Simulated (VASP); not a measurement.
All values below come from r2SCAN+rVV10, VASP's PBE PAW potentials (set 64) (plane waves; VASP).

VASP ran on this input.

KPOINTS:
```
Automatic mesh
0
Gamma
15 15 15
0 0 0
```

**INCAR**
```
LREAL = .FALSE.   # projection in real space or not
ISIF = 2
METAGGA = R2SCAN
EDIFF = 1E-7   # SCF stop (eV)
ISMEAR = 1   # Methfessel-Paxton
ENCUT = 520
LUSE_VDW = .TRUE.
NELM = 100   # most electronic steps
SYSTEM = Ag
LMAXMIX = 4
LCHARG = .FALSE.
SIGMA = 0.1
CPARAM = 0.0093
LASPH = .TRUE.   # aspherical one-centre terms
ALGO = Normal   # blocked Davidson
LWAVE = .FALSE.
PREC = Accurate
BPARAM = 11.95
LMIXTAU = .TRUE.
```

**POSCAR**
```
Ag
1
    0.0000000000     2.0406338665     2.0406338665
    2.0406338665     0.0000000000     2.0406338665
    2.0406338665     2.0406338665     0.0000000000
Ag
1
Direct
  0.0000000000   0.0000000000   0.0000000000
```

POTCAR, in this order: Ag (PBE.64 set). Program: vasp_std.

What VASP printed:

OUTCAR:
```
 ion  position               nearest neighbor table
   1  0.000  0.000  0.000-
  LATTYP: Found a face centered cubic cell.
 ALAT       =     4.0812677330
 Subroutine PRICEL returns:
 Original cell was already a primitive cell.
 Subroutine GETGRP returns: Found 48 space group operations
The static configuration has the point symmetry O_h .
The dynamic configuration has the point symmetry O_h .
 Subroutine INISYM returns: Found 48 space group operations
 Subroutine IBZKPT returns following result:
 Found    120 irreducible k-points:

 Following reciprocal coordinates:
            Coordinates               Weight
  0.000000  0.000000  0.000000      1.000000
  0.066667  0.000000  0.000000      8.000000
  0.133333  0.000000  0.000000      8.000000
  0.200000  0.000000  0.000000      8.000000
  0.266667  0.000000  0.000000      8.000000
  0.333333  0.000000  0.000000      8.000000
  0.400000  0.000000  0.000000      8.000000
  0.466667  0.000000  0.000000      8.000000
  0.066667  0.066667  0.000000      6.000000
  0.133333  0.066667  0.000000     24.000000
  0.200000  0.066667  0.000000     24.000000
  0.266667  0.066667  0.000000     24.000000
  0.333333  0.066667  0.000000     24.000000
  0.400000  0.066667  0.000000     24.000000
  0.466667  0.066667  0.000000     24.000000
 -0.466667  0.066667  0.000000     24.000000
 -0.400000  0.066667  0.000000     24.000000
 -0.333333  0.066667  0.000000     24.000000
 -0.266667  0.066667  0.000000     24.000000
 -0.200000  0.066667  0.000000     24.000000
 -0.133333  0.066667  0.000000     24.000000
 -0.066667  0.066667  0.000000     12.000000
  0.133333  0.133333  0.000000      6.000000
  0.200000  0.133333  0.000000     24.000000
  0.266667  0.133333  0.000000     24.000000
  0.333333  0.133333  0.000000     24.000000
  0.400000  0.133333  0.000000     24.000000
  0.466667  0.133333  0.000000     24.000000
 -0.466667  0.133333  0.000000     24.000000
 -0.400000  0.133333  0.000000     24.000000
 -0.333333  0.133333  0.000000     24.000000
 -0.266667  0.133333  0.000000     24.000000
 -0.200000  0.133333  0.000000     24.000000
 -0.133333  0.133333  0.000000     12.000000
  0.200000  0.200000  0.000000      6.000000
  0.266667  0.200000  0.000000     24.000000
  0.333333  0.200000  0.000000     24.000000
  0.400000  0.200000  0.000000     24.000000
  0.466667  0.200000  0.000000     24.000000
 -0.466667  0.200000  0.000000     24.000000
   k-points           NKPTS =    120   k-points in BZ     NKDIM =    120   number of bands    NBANDS=      9
   number of dos      NEDOS =    301   number of ions     NIONS =      1
   total plane-waves  NPLWV =  13824
   dimension x,y,z NGX =    24 NGY =   24 NGZ =   24
   dimension x,y,z NGXF=    48 NGYF=   48 NGZF=   48
   ions per type =               1
   PREC   = accura    normal or accurate (medium, high low for compatibility)
   ISTART =      0    job   : 0-new  1-cont  2-samecut
   ICHARG =      2    charge: 1-file 2-atom 10-const
   ISPIN  =      1    spin polarized calculation?
   LNONCOLLINEAR =      F non collinear calculations
   LSORBIT =      F    spin-orbit coupling
   INIWAV =      1    electr: 0-lowe 1-rand  2-diag
   ENCUT  =  520.0 eV  38.22 Ry    6.18 a.u.   5.37  5.37  5.37*2*pi/ulx,y,z
   NELM   =    100;   NELMIN=  2; NELMDL= -5     # of ELM steps
   EDIFF  = 0.1E-06   stopping-criterion for ELM
   LREAL  =      F    real-space projection
   NLSPLINE    = F    spline interpolate recip. space projectors
   LMAXMIX     =    4 max onsite mixed and CHGCAR
   VOSKOWN=      0    Vosko Wilk Nusair interpolation
...
```

**OSZICAR**
```
       N       E                     dE             d eps       ncg     rms          rms(c)
DAV:   1     0.254748670201E+02    0.25475E+02   -0.58068E+03  2168   0.113E+03
DAV:   2    -0.241139991830E+02   -0.49589E+02   -0.47460E+02  2219   0.216E+02
DAV:   3    -0.245294831472E+02   -0.41548E+00   -0.41534E+00  2507   0.244E+01
DAV:   4    -0.245307696033E+02   -0.12865E-02   -0.12864E-02  2500   0.124E+00
DAV:   5    -0.245307835774E+02   -0.13974E-04   -0.13974E-04  2434   0.115E-01    0.622E+00
DAV:   6    -0.208652618204E+02    0.36655E+01   -0.81911E+00  2171   0.330E+01    0.509E+00
DAV:   7    -0.210217218254E+02   -0.15646E+00   -0.55151E-01  2169   0.745E+00    0.249E+00
DAV:   8    -0.210131369384E+02    0.85849E-02   -0.32862E-02  2163   0.168E+00    0.138E-01
DAV:   9    -0.210271412873E+02   -0.14004E-01   -0.31535E-02  2232   0.144E+00    0.173E-01
DAV:  10    -0.210286696338E+02   -0.15283E-02   -0.24576E-03  2182   0.572E-01    0.638E-02
DAV:  11    -0.210308059153E+02   -0.21363E-02   -0.48410E-03  2217   0.588E-01    0.732E-02
DAV:  12    -0.210305751691E+02    0.23075E-03   -0.11454E-04  2412   0.134E-01    0.505E-02
DAV:  13    -0.210307293553E+02   -0.15419E-03   -0.15081E-04  2226   0.132E-01    0.251E-02
DAV:  14    -0.210307896446E+02   -0.60289E-04   -0.12725E-04  2270   0.950E-02    0.561E-03
DAV:  15    -0.210307891091E+02    0.53550E-06   -0.32328E-06  2329   0.210E-02    0.164E-03
DAV:  16    -0.210307893919E+02   -0.28281E-06   -0.12213E-07  2221   0.464E-03    0.118E-03
DAV:  17    -0.210307899239E+02   -0.53194E-06   -0.54841E-07  2184   0.868E-03    0.295E-04
DAV:  18    -0.210307898899E+02    0.33947E-07   -0.34645E-08  1528   0.226E-03
   1 F= -.21030790E+02 E0= -.21030653E+02  d E =-.411952E-03
```

File OUTCAR:
```
------------------------ aborting loop because EDIFF is reached ----------------------------------------
  FORCE on cell =-STRESS in cart. coord.  units (eV):
  Direction    XX          YY          ZZ          XY          YZ          ZX
  --------------------------------------------------------------------------------------
  Total       -0.0019445     -0.0019445     -0.0019445      0.0000000      0.0000000     -0.0000000
  in kB       -0.1833084     -0.1833084     -0.1833084      0.0000000      0.0000000     -0.0000000
  external PRESSURE =      -0.1833084 kB  Pullay stress =       0.0000000 kB
  volume of cell :       17.00
      direct lattice vectors                 reciprocal lattice vectors
     0.000000000  2.040633866  2.040633866    -0.245021906  0.245021906  0.245021906
     2.040633866  0.000000000  2.040633866     0.245021906 -0.245021906  0.245021906
     2.040633866  2.040633866  0.000000000     0.245021906  0.245021906 -0.245021906
 POSITION                                       TOTAL-FORCE (eV/Angst)
 -----------------------------------------------------------------------------------
      0.00000      0.00000      0.00000         0.000000     -0.000000     -0.000000
 -----------------------------------------------------------------------------------
    total drift:                               -0.000000      0.000000     -0.000000
  FREE ENERGIE OF THE ION-ELECTRON SYSTEM (eV)
  ---------------------------------------------------
  free  energy   TOTEN  =       -21.0307898899 eV

  energy  without entropy=      -21.0303779380  energy(sigma->0) =      -21.03065257
```
(Selected blocks of OUTCAR.)

The compound is Ag in the fcc structure. It was relaxed first.
